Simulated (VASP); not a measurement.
Here is the system:

```xyz
2
Lattice="3.2014 0.0000 0.0000 0.0000 3.2014 0.0000 0.0000 0.0000 3.2014" Properties=species:S:1:pos:R:3 pbc="T T T"
Si     0.0000     0.0000     0.0000
Ge     1.6007     1.6007     1.6007
```

Level of theory: PBEsol GGA, VASP's PBE PAW potentials (set 64) (plane waves; VASP). Run with 500 eV cut-off, 11×11×11 Γ-centred mesh, first-order Methfessel-Paxton smearing of 0.10 eV, potentials Si Ge_d.

Problem. Estimate the energy per atom (σ→0), band gap (on the k-mesh) with the smallest direct gap where there is one.

Solution. 
```json
{
 "band gap (on the k-mesh)": "none (metal, semimetal or under 0.01 eV)",
 "energy per atom (σ→0)": "-4.916 eV/atom"
}
```

Only differences to runs with the same potentials and settings are physical.

The structure was generated: SiGe was put into the CsCl type type (Pm-3m), which need not be its known phase. It was relaxed first, which changed the volume by +21 %. VASP warned that the highest band is occupied, so more bands are needed.
